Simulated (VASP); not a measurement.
**RuAl (relaxed from the NiAs type structure, space group P6_3/mmc): computed properties**

Calculation: PBEsol GGA, VASP's PBE PAW potentials (set 64) (plane waves; VASP).

For RuAl, the space group comes out as P6_3/mmc (194). The cell comes out as a = 2.8723 Å, b = 2.8723 Å, c = 7.6786 Å, α = 90.00°, β = 90.00°, γ = 120.00°. The volume per atom comes out as 13.72 Å³/atom and the band gap (over mesh and band path) is none (metal, semimetal or under 0.01 eV). The density is 7.75 g/cm³.

```yaml
crystal:
  lattice:
    - [2.87230, 0.00000, 0.00000]
    - [-1.43615, 2.48748, 0.00000]
    - [0.00000, 0.00000, 7.67857]
  atoms:
    - { symbol: Ru, position: [0.00000, 0.00000, 0.00000] }
    - { symbol: Ru, position: [0.00000, 0.00000, 0.50000] }
    - { symbol: Al, position: [0.33333, 0.66667, 0.25000] }
    - { symbol: Al, position: [0.66667, 0.33333, 0.75000] }
```

The structure was generated: RuAl was put into the NiAs type type (P6_3/mmc), which need not be its known phase. It was relaxed first, which changed the volume by -41 %. Symmetry was kept, so distortions that lower it aren't found.
